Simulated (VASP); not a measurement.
Pt:

```
Pt
1.0
     0.00000    1.96200    1.96200
     1.96200    0.00000    1.96200
     1.96200    1.96200    0.00000
Pt
1
Direct
  0.00000 0.00000 0.00000
```

Base run:

```yaml
Program: VASP 6.6.1
Functional: PBE
Potentials_or_basis: VASP PAW PBE potentials, release 64 (Pt)
Cutoff: 520 eV
k_mesh: 20 × 20 × 20
Occupations: fermi-dirac, width 0.1 eV
Spin: no spin polarisation
```

Its results: pressure 9.4 GPa.

**Question.** The run is repeated on the same cell with these changes: spin from no spin polarisation to non-collinear spin, zero start, spin-orbit coupling. What comes out?

**Answer.** Pressure 10.0 GPa; net moment 0.00 μB per cell.

Not every run made on this cell is shown here.
